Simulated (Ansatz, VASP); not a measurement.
## RuF2: VASP beside Ansatz

Aim: how closely do two programs agree when they are given the same cell, functional and k mesh? The cell is taken from a series of runs on this material, whose earlier steps may have relaxed, scaled, displaced or heated it; both programs get it as it stands.

Calculated with Ansatz 0.2.0; plane waves, with VASP 6.6.1 beside it; single point at LDA.

## Step 1: The structure

The cell holds 3 atoms: 1 Ru and 2 F. Cell: a = 3.179 Å, b = 3.179 Å, c = 28.981 Å, α = 90.0°, β = 90.0°, γ = 120.0°. Vacuum lies along c.

Structure file:

```xyz
3
Lattice="0.0000 2.2480 2.2480 2.2480 -2.2480 0.0000 16.7324 16.7324 -16.7324" Properties=species:S:1:pos:R:3
Ru    5.3667    5.3667   -5.3667
F     7.4101    5.1621   -5.1621
F     5.5712    5.5712   -3.3232
```

## Step 2: VASP: single point, LDA

A single point gives forces, pressure and levels at one fixed geometry, so differences don't come from the geometry; what else differs is listed under the comparison.

Lines of VASP's logs that name or quote its potential files are left out, and so is its time.

INCAR

```
SYSTEM = RuF2
PREC = Accurate
ENCUT = 520
EDIFF = 1E-06
NELM = 120
ISMEAR = 0
SIGMA = 0.08
LREAL = .FALSE.
ALGO = Normal
GGA = PW92
NBANDS = 20
LASPH = .TRUE.
LORBIT = 11
LWAVE = .FALSE.
LCHARG = .FALSE.
ISIF = 2
LDIPOL = .TRUE.
IDIPOL = 3
DIPOL = 0.5 0.5 0.321
LVHAR = .TRUE.
GGA_COMPAT = .FALSE.
EFERMI = MIDGAP
NELMDL = -8
```

POSCAR

```
RuF2
1.0
    0.0000000000      2.2480472900      2.2480472900
    2.2480472900     -2.2480472900      0.0000000000
   16.7323611900     16.7323611900    -16.7323611900
Ru F
1 2
Direct
    0.0000000000      0.0000000000      0.3207352680
    0.3333333333      0.6666666667      0.3532931426
    0.6666666667      0.3333333333      0.2881773934
```

KPOINTS

```
Automatic mesh
0
Gamma
12 12 1
0 0 0
```

PAW data sets: Ru_pv and F (LDA family, release 64).

Command:

```
mpirun -np 1 vasp_std
```

Numbers of over 12 decimals in the logs are rounded to 6 here.

The program printed:

```text
[banner, memory and clock lines left out]
running    1 mpi-ranks, on    1 nodes
 distrk:  each k-point on    1 cores,    1 groups
 distr:  one band on    1 cores,    1 groups

 POSCAR found type information on POSCAR RuF
 POSCAR found :  2 types and       3 ions
|                                                                             |
|               ----> ADVICE to this user running VASP <----                  |
|                                                                             |
|     You enforced a specific xc type in the INCAR file but a different       |
|     [... a line on the potential file left out ...]
|     I HOPE YOU KNOW WHAT YOU ARE DOING!                                     |
|                                                                             |

 LDA part: xc-table for (Slater(with rela. corr.)+PW92), standard interpolation
 POSCAR, INCAR and KPOINTS ok, starting setup
 FFT: planning ... GRIDC
 FFT: planning ... GRID_SOFT
 FFT: planning ... GRID
 WAVECAR not read
 entering main loop
       N       E                     dE             d eps       ncg     rms          rms(c)
DAV:   1     0.225543868899E+03    0.22554E+03   -0.13880E+04   992   0.107E+03
DAV:   2    -0.332765667120E+00   -0.22588E+03   -0.22042E+03  1076   0.271E+02
DAV:   3    -0.184908734077E+02   -0.18158E+02   -0.18047E+02   920   0.827E+01
DAV:   4    -0.187261459553E+02   -0.23527E+00   -0.23493E+00   904   0.102E+01
DAV:   5    -0.187299997718E+02   -0.38538E-02   -0.38533E-02  1020   0.118E+00
DAV:   6    -0.187300945447E+02   -0.94773E-04   -0.94770E-04  1016   0.137E-01
DAV:   7    -0.187300963911E+02   -0.18464E-05   -0.18464E-05   912   0.134E-02
DAV:   8    -0.187300964045E+02   -0.13435E-07   -0.13364E-07   676   0.161E-03    0.206E+01
DAV:   9    -0.176619461160E+02    0.10682E+01   -0.54245E+00   856   0.196E+01    0.112E+01
DAV:  10    -0.176254642542E+02    0.36482E-01   -0.14939E+00   848   0.117E+01    0.598E+00
DAV:  11    -0.175386562316E+02    0.86808E-01   -0.26828E-01   856   0.485E+00    0.700E-01
DAV:  12    -0.175391114484E+02   -0.45522E-03   -0.25871E-02   808   0.113E+00    0.543E-01
DAV:  13    -0.175389909841E+02    0.12046E-03   -0.68363E-04   900   0.203E-01    0.284E-01
DAV:  14    -0.175391111382E+02   -0.12015E-03   -0.53518E-04   820   0.202E-01    0.382E-02
[...]
DAV:  19    -0.175397518702E+02   -0.60011E-04   -0.23761E-06   844   0.670E-03    0.159E-03
DAV:  20    -0.175397904287E+02   -0.38558E-04   -0.21038E-06   728   0.491E-03    0.304E-03
DAV:  21    -0.175398194350E+02   -0.29006E-04   -0.14735E-06   724   0.395E-03    0.761E-04
DAV:  22    -0.175398246165E+02   -0.51815E-05   -0.16224E-07   672   0.155E-03    0.446E-04
DAV:  23    -0.175398307666E+02   -0.61501E-05   -0.26616E-07   644   0.161E-03    0.510E-04
DAV:  24    -0.175398321499E+02   -0.13833E-05   -0.34574E-08   556   0.736E-04    0.143E-04
DAV:  25    -0.175398332942E+02   -0.11443E-05   -0.30046E-08   540   0.586E-04    0.178E-04
DAV:  26    -0.175398335042E+02   -0.20997E-06   -0.46544E-09   544   0.283E-04
   1 F= -.17539834E+02 E0= -.17539834E+02  d E =-.289279E-11
```

Parts of OUTCAR (step 2):

```text
ion  position               nearest neighbor table
   1  0.000  0.000  0.321-   2 2.06   3 2.06   3 2.06   2 2.06   3 2.06   2 2.06
   2  0.333  0.667  0.353-   1 2.06   1 2.06   1 2.06
   3  0.667  0.333  0.288-   1 2.06   1 2.06   1 2.06

  LATTYP: Found a hexagonal cell.
 ALAT       =     3.1792189664
 C/A-ratio  =     9.1158551890

 Subroutine GETGRP returns: Found 12 space group operations
 (whereof  6 operations were pure point group operations)

The static configuration has the point symmetry C_3v.
 The point group associated with its full space group is D_3d.

 Found     19 irreducible k-points:

   k-points           NKPTS =     19   k-points in BZ     NKDIM =     19   number of bands    NBANDS=     20

   dimension x,y,z NGX =    24 NGY =   24 NGZ =  216
   dimension x,y,z NGXF=    48 NGYF=   48 NGZF=  432

   ENCUT  =  520.0 eV  38.22 Ry    6.18 a.u.   5.91  5.91 53.89*2*pi/ulx,y,z

   NELECT =      28.0000    total number of electrons

 k-points in reciprocal lattice and weights: Automatic mesh
   0.00000000  0.00000000  0.00000000       0.007
   0.08333333  0.00000000  0.00000000       0.042
   0.16666667  0.00000000  0.00000000       0.042
   0.25000000  0.00000000  0.00000000       0.042
   0.33333333  0.00000000  0.00000000       0.042
   0.41666667  0.00000000  0.00000000       0.042
   0.50000000  0.00000000  0.00000000       0.021
   0.08333333  0.08333333  0.00000000       0.042
   0.16666667  0.08333333  0.00000000       0.083
[...]
0.33333333  0.25000000  0.00000000       0.083
   0.33333333  0.33333333  0.00000000       0.014

 dipolmoment           0.000002      0.000002     -0.000002 electrons x Angstroem

 average (electrostatic) potential at core
       1 -83.3057       2 -85.3264       3 -85.3264

 E-fermi :  -3.1566

 k-point     1 :       0.0000    0.0000    0.0000
  band No.  band energies     occupation
    ...
     10     -10.2117      2.00000
     11     -10.0136      2.00000
     12      -4.7042      2.00000
     13      -4.7041      2.00000
     14      -3.5212      2.00000
     15      -1.7929      0.00000
     16      -1.7928      0.00000
     17      -1.2693      0.00000
     18       0.5364      0.00000
     19       1.4858      0.00000
    ...

 k-point     2 :       0.0833    0.0000    0.0000
  band No.  band energies     occupation
    ...
     10     -10.2711      2.00000
     11      -9.9702      2.00000
     12      -4.6923      2.00000
     13      -4.6233      2.00000
     14      -3.5406      2.00000
     15      -1.9549      0.00000
     16      -1.8104      0.00000
     17      -1.0551      0.00000
     18       0.7336      0.00000
     19       1.6242      0.00000
    ...

 k-point     3 :       0.1667    0.0000    0.0000
  band No.  band energies     occupation
    ...
     10     -10.4233      2.00000
     11      -9.8746      2.00000
     12      -4.6685      2.00000
     13      -4.4179      2.00000
     14      -3.6144      2.00000
     15      -2.2961      0.00000
     16      -1.8495      0.00000
     17      -0.4324      0.00000
     18       1.2195      0.00000
     19       2.0391      0.00000
    ...

  Total        0.1224073      0.1224073      0.1224073     -0.0656656      0.0656656      0.0656656
  in kB        0.7730875      0.7730875      0.7730875     -0.4147241      0.4147241      0.4147241
  external PRESSURE =       0.7730875 kB  Pullay stress =       0.0000000 kB

  energy-cutoff  :      520.00
  volume of cell :      253.68
      direct lattice vectors                 reciprocal lattice vectors
     0.000000000  2.248047290  2.248047290     0.148276833  0.148276833  0.296553667
     2.248047290 -2.248047290  0.000000000     0.296553667 -0.148276833  0.148276833
    16.732361190 16.732361190-16.732361190     0.019921476  0.019921476 -0.019921476

 POSITION                                       TOTAL-FORCE (eV/Angst)
 -----------------------------------------------------------------------------------
      5.36666      5.36666     -5.36666         0.000000     -0.000000     -0.000000
      7.41013      5.16208     -5.16208         0.028517      0.028517     -0.028517
      5.57124      5.57124     -3.32319        -0.028517     -0.028517      0.028517
 -----------------------------------------------------------------------------------
    total drift:                                0.000137      0.000137     -0.000137

  FREE ENERGIE OF THE ION-ELECTRON SYSTEM (eV)
  ---------------------------------------------------
  free  energy   TOTEN  =       -17.5398335042 eV

  energy  without entropy=      -17.5398335041  energy(sigma->0) =      -17.53983350

 vacuum level on the upper side and lower side of the slab         1.519         1.519

 total charge
# of ion       s       p       d       tot
------------------------------------------
    1        0.226   6.166   6.070  12.463
    2        1.725   4.320   0.000   6.045
    3        1.725   4.320   0.000   6.045
--------------------------------------------------
tot          3.676  14.807   6.070  24.553

[... 3 further parts left out ...]
```

This run has no spin polarisation, so a moment on Ru, if there is one, isn't seen.

## Step 3: Ansatz: single point, LDA

Ansatz runs on its default PAW (the set named soft_2) files.

The same cell, functional (in two slightly different forms), mesh and smearing now go to Ansatz, which takes its cutoff from its data sets.

input.yaml

```yaml
crystal:
  lattice:
    - [0.0, 2.24804729, 2.24804729]
    - [2.24804729, -2.24804729, 0.0]
    - [16.73236119, 16.73236119, -16.73236119]
  atoms:
    - { symbol: Ru, position: [0.0, 0.0, 0.320735268] }
    - { symbol: F, position: [0.3333333333, 0.6666666667, 0.3532931425] }
    - { symbol: F, position: [0.6666666667, 0.3333333333, 0.2881773934] }
  periodic: [true, true, false]
kpoints:
  mp_grid: { grid: [12, 12, 1] }
  band_path:
    path:
      - [0.0, 0.0, 0.0]
      - [0.5, 0.0, 0.0]
      - [0.33333333, 0.33333333, 0.0]
      - [0.0, 0.0, 0.0]
    npoints: 10
hamiltonian:
  xc: lda
scf:
  occupations: { method: gaussian, width: 0.08 }
  n_extra_bands: 19
  max_iter: 150
  lower_state_search: "off"
output:
  eigenvalues: true
  forces: true
  stress: true
  fatbands: true
  write_density: true
  write_potential: true
  elf: true
  volumetric_format: npy
```

Command:

```
ansatz run input.yaml --threads 4 --pin off --max-ram 14745MiB --backend cpu --events-out ev --progress --plain --runs-dir out
```

The program printed:

```text
scf.n_extra_bands = 19 over 15 filled bands (N_el = 30.0): the run solves 34 bands
Engine: ansatz 0.2.0, aarch64-unknown-linux-gnu
Pseudopotentials: kind: paw
Pseudopotential: Ru, paw, valence charge 16, recommended cutoff 420 eV (normal), Ru.paw.azcp
Pseudopotential: F, paw, valence charge 7, recommended cutoff 420 eV (normal), F.paw.azcp
Functional definition: SPW92
  exchange = slater_x
  correlation = pw_c
Crystal: 3 atoms, lattice volume = 253.682 Å³
Basis set: ecut = 420 eV, 4981 PW (Γ)
Bands: 34, of which v1, the nominal top of the filled ones, is band 15 counted from 1 (14 counted from 0)
Symmetry: 12 space group operations
Space group: P-3m1 (ITA 164), of the structure as read, at distance tolerance 6.3e-5 Å
k-points: 19 of 144
Non-local potential: Ru, projectors of the file, l = 0: 3, l = 1: 2, l = 2: 2, l = 3: 1
Non-local potential: F, projectors of the file, l = 0: 2, l = 1: 2, l = 2: 1
PAW form: soft (Blöchl's): semilocal exchange-correlation on the pseudo side does not see the compensation charge
PAW frozen core: Ru, regenerated for the run's functional, and the local potential with it (the file was generated under x = pbe(κ = 0.804, μ = 0.219515), c = pbe(β = 0.066725))
PAW frozen core: F, regenerated for the run's functional, and the local potential with it (the file was generated under x = pbe(κ = 0.804, μ = 0.219515), c = pbe(β = 0.066725))
PAW one-centre angular grid: Ru, 590 points (default); XC on 64 Gauss nodes
PAW one-centre angular grid: F, 110 points (default); XC on 64 Gauss nodes
Initial density: superposition of atomic densities (neutral atoms: chi_scale 0, normalization atom), corrected by the library's trained network
Initial wavefunctions: pseudopotential atomic-orbital guess
Functional: x = slater, c = lda
SCF iter   1: F=—  HF=-7342.392180 eV  |F-HF|=—  |Δ(HF+E_count)|=         —  Δρ=7.88e-3  dr2=1.05e-1  ethr=1.77e-3  ⟨swp⟩=9.6  Hψ=4311  notcnv=0  defer=143
preconditioner: auto → none  [insulator: Δε(μ)=0.823 eV  Ē_g=18.139 eV  σ=0.080 eV  W_gap=1.00  n_scr=16 (ndim 8)  ℏωp=10.9 eV  f_vac=0.838  D(μ)=0.00/eV (n_scr^D=0)  ε∞_Penn≈1.4]
SCF iter   2: F=—  HF=-7342.373811 eV  |F-HF|=—  |Δ(HF+E_count)|=   1.84e-2  Δρ=4.95e-3  dr2=3.87e-2  ethr=3.50e-4  ⟨swp⟩=3.0  Hψ=1212  notcnv=0  defer=279
SCF iter   3: F=—  HF=-7342.365274 eV  |F-HF|=—  |Δ(HF+E_count)|=   8.54e-3  Δρ=1.40e-3  dr2=3.74e-3  ethr=1.29e-4  ⟨swp⟩=3.2  Hψ=793  notcnv=0  defer=279
SCF iter   4: F=—  HF=-7342.364962 eV  |F-HF|=—  |Δ(HF+E_count)|=   3.13e-4  Δρ=5.64e-4  dr2=3.34e-4  ethr=1.25e-5  ⟨swp⟩=2.7  Hψ=1049  notcnv=0  defer=265
SCF iter   5: F=—  HF=-7342.365205 eV  |F-HF|=—  |Δ(HF+E_count)|=   2.44e-4  Δρ=7.15e-5  dr2=6.07e-6  ethr=1.11e-6  ⟨swp⟩=2.9  Hψ=758  notcnv=0  defer=265
SCF iter   6: F=—  HF=-7342.365064 eV  |F-HF|=—  |Δ(HF+E_count)|=   1.41e-4  Δρ=1.55e-5  dr2=2.16e-7  ethr=2.02e-8  ⟨swp⟩=3.2  Hψ=893  notcnv=0  defer=272
SCF iter   7: F=-7342.365065 eV  HF=-7342.365065 eV  |F-HF|=3.63e-10  |Δ(HF+E_count)|=   7.22e-7  Δρ=4.57e-6  dr2=2.25e-8  ethr=3.33e-10  ⟨swp⟩=35.4  Hψ=9151  notcnv=0
SCF 1 converged in 7 iterations: F = -7342.365065 eV  dr2 = 2.25e-8
  greatest PAW one-centre occupation: 0.999 electrons in one spin orbital (limit 2), on the Ru atom at site 0 (counted from 0), in its partial waves of l = 0
NSCF: frozen V_eff on 31 k-points
WARN: The output density's exchange-correlation potential varies sharply where the density is thin. Do not read a vacuum level from v_tot or v_xc, or from such a field of the output density. On a cell that repeats whose density bears no net charge and no dipole along the vacuum's axis use v_es (v_loc + v_h of the components); under efield.dipole_correction with no amplitude use v_es + v_field, which holds any externa [...]
SCF converged after 7 iterations
Free energy (F): -7342.365065 eV
Harris-Foulkes:  -7342.365065 eV  (|F-HF|=3.63e-10)
Internal energy: -7342.365065 eV  (E = F + TS)
E sigma→0 (E₀):  -7342.365065 eV
Fermi energy:    -4.653750 eV
--- Per-component energies (eV) ---
  E_band       = -750.071258
  E_kinetic    = 924.813582
  E_local      = -61803.757612  (includes V_loc(G=0)·N_el)
  E_nonlocal   = 507.141676
  E_hartree    = 30209.453667
  E_xc         = -341.635855
  E_vxc        = -435.776291  (∫ρ·V_xc dr)
  E_paw        = -3718.439007  (= ΣΔE_a)
  E_vpaw       = -361.403761  (= ΣTr[D̂ρ^β])
  E_aug_tail   = 0.004022  (compensation charges beyond the density's cutoff)
  E_ewald      = 26879.256275
  E_core_change = 0.798188  (= ΣΔE_core)
  E_smearing   = -0.000000  (= −TS)
  E_closure    = 0.000000  (closes the sum)
  Σ components = -7342.365065   (vs F -7342.365065, Δ=0.00e0)
--- Forces (eV/Å), atoms counted from 1 ---
  atom   1  Ru     0.00000000     0.00000000     0.00000000
  atom   2  F      0.00007493     0.00007493    -0.00007493
  atom   3  F     -0.00007493    -0.00007493     0.00007493
  max |Σ_I F_I| component: 2.32e-18 eV/Å
--- 2D stress c σ (N/m, compression-positive) ---
        0.015039      -0.007519       0.007519
       -0.007519       0.015039       0.007519
        0.007519       0.007519       0.015039
  P = ½ c Tr σ = 0.0226 N/m
--- Band table (eV; the first three rows and the last of 19) ---
  k-point 0: bands = [... 11 lower, -11.5264, -6.1987, -6.1987, -5.0195, -3.2844, -3.2844, -2.7720, -0.9866 (-0.9866°), ... 15 higher]
  k-point 1: bands = [... 11 lower, -11.4831, -6.1872, -6.1182, -5.0380, -3.4469, -3.3019, -2.5590, -0.7894 (-0.7895°), ... 15 higher]
  k-point 2: bands = [... 11 lower, -11.3877, -6.1643, -5.9137, -5.1097, -3.7868, -3.3406, -1.9389, -0.3040 (-0.3040°), ... 15 higher]
  k-point 18: bands = [... 11 lower, -12.0627, -5.8455, -5.5895, -5.5895, -3.9028, -3.9028, 3.9346, 4.1308, ... 15 higher]
  ° read free of the cell's end (the report's vacuum.weakly_bound_levels)
  °? not known for the slab's own: over its row's bound_up_to_ev there, or no deeper under its free states than its continued_xc_part_ev in size
```

## Step 4: Side by side

Known differences besides the potentials themselves: Ansatz cuts the interaction across the vacuum, VASP repeats the sheet with a dipole correction; the data sets hold 30 valence electrons in Ansatz (on its default PAW (the set named soft_2) files) and 28 in VASP; the cutoff is 420 eV in Ansatz and 520 eV in VASP; VASP's log shows a relativistic correction to its local exchange, Ansatz's none. Total energies have different zeros and are not compared.

Both answers:

```csv
quantity,Ansatz,VASP,difference
gap on the k mesh (eV),0.745,0.729,+0.015
```

Forces (eV/Å; atoms numbered as in POSCAR):

```csv
atom,"Ansatz x, y, z","VASP x, y, z"
Ru1,"0.000, 0.000, 0.000","0.000, 0.000, 0.000"
F2,"0.000, 0.000, 0.000","0.029, 0.029, -0.029"
F3,"0.000, 0.000, 0.000","-0.029, -0.029, 0.029"
```

The forces differ by 23 meV/Å r.m.s., where the r.m.s. force is 0.000 eV/Å in Ansatz and 0.023 eV/Å in VASP: the atoms lie near their places of rest in Ansatz, so a percentage would say little (all taken over all components). A gap on the mesh is an upper bound, since the band edges may lie between its points. With vacuum in the cell, a pressure given here is an average over mostly empty space and none of the material.

## Step 5: Other set-ups

Further runs change the set-up of one program: Ansatz's method, potentials or start, or VASP's data sets, cutoff or form of LDA. The table gives Ansatz less VASP for each quantity, since a change that brings one quantity closer may part another.

```csv
run,r.m.s. force difference (meV/Å),gap on the k mesh (eV)
as above,23,0.015
VASP with the data sets Ru_sv and F,13,0.026
```

## Step 6: What came out

| Property | Result |
| --- | --- |
| r.m.s. force difference (single point, LDA) | 23 meV/Å |

The r.m.s. force difference is 23 meV/Å (single point, LDA), beyond the 12 meV/Å picked in this series as the mark of a large difference. The data sets hold unlike numbers of valence electrons (30 in Ansatz and 28 in VASP), so part of the differences comes from the potentials. Single point, LDA, VASP with the data sets Ru_sv and F: r.m.s. force difference goes from 23 to 13 meV/Å; the difference in gap on the k mesh goes from 0.015 to 0.026 eV. How closely two codes agree says nothing of how well the functional describes the real material.

[Lines on the potential files, build, host, timing and source positions are cut from VASP's logs without a mark.]

[Logs are printed without paths, hosts, clocks, repeated set-up lines and the standing remarks that a program may print on its own settings, such as how far it seeks lower states.]

[Hosts, paths, dates, database ids (printed as entryN), source tags and the programs' standing remarks are cut or masked in the printed files.]
